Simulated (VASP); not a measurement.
A VASP calculation is set up with these files.

File KPOINTS:
```
Automatic mesh
0
Gamma
9 9 9
0 0 0
```

File POSCAR:
```
CoSi2
1
    0.0000000000     2.6564896966     2.6564896966
    2.6564896966    -0.0000000000     2.6564896966
    2.6564896966     2.6564896966    -0.0000000000
Co Si
1 2
Direct
  0.0000000000   0.0000000000   0.0000000000
  0.2500000000   0.2500000000   0.2500000000
  0.7500000000   0.7500000000   0.7500000000
```

INCAR:
```
! general
SYSTEM    =  CoSi2
PREC      =  Accurate
ENCUT     =  400   ! plane-wave cut-off (eV)
LREAL     =  F   ! projection in real space or not
LASPH     =  T   ! aspherical one-centre terms

! electronic loop
EDIFF     =  1E-6
NELM      =  100
ALGO      =  Normal
LMAXMIX   =  4
LMIXTAU   =  T

! smearing
ISMEAR    =  1   ! Methfessel-Paxton
SIGMA     =  0.1

! functional
METAGGA   =  R2SCAN
LUSE_VDW  =  T
BPARAM    =  11.95
CPARAM    =  0.0093

! spin
ISPIN     =  2   ! spin-polarised
MAGMOM    =  3.0 0.0 0.0

! ions
IBRION    =  2   ! conjugate gradients
NSW       =  60   ! most ionic steps
ISIF      =  3
EDIFFG    =  -0.02   ! ionic stop

! output
LWAVE     =  F
LCHARG    =  F
LORBIT    =  10
```

POTCAR, in this order: Co Si (PBE.64 set). Program: vasp_std.

Task: Translate this r2SCAN+rVV10 calculation to Ansatz.

Result: One equivalent input (not run):
Ansatz 0.2 input:
```yaml
crystal:
  lattice:
    - [0.0000000, 2.6564897, 2.6564897]
    - [2.6564897, 0.0000000, 2.6564897]
    - [2.6564897, 2.6564897, 0.0000000]
  atoms:
    - { symbol: Co, position: [0.0000000, 0.0000000, 0.0000000], spin: 3 }
    - { symbol: Si, position: [0.2500000, 0.2500000, 0.2500000] }
    - { symbol: Si, position: [0.7500000, 0.7500000, 0.7500000] }
kpoints:
  mp_grid: { grid: [9, 9, 9] }
hamiltonian:
  xc: r2scan
  dispersion: rvv10
  pseudopotentials: { kind: paw }
magnetization: { spin_polarized: true }
scf:
  occupations: { method: methfessel_paxton, width: 0.1 }
  max_iter: 100
relax:
  max_steps: 60
  f_tol: 0.02
  cell: {}
output: { forces: true, stress: true, eigenvalues: true }
```
The two are equivalent in intent, not identical: each code has its own PAW files, so the cut-off isn't converted (ENCUT is set for VASP's; basis.ecutwfc is left out, and Ansatz then takes the one that its files recommend); Ansatz stops its SCF on the density residual and VASP on the energy change (EDIFF).

The structure comes from a measured CoSi2 entry (Fm-3m) of the Crystallography Open Database, whose conditions weren't checked. This run relaxes it. Symmetry was kept, so distortions that lower it aren't found. The start is the result of an earlier pass.
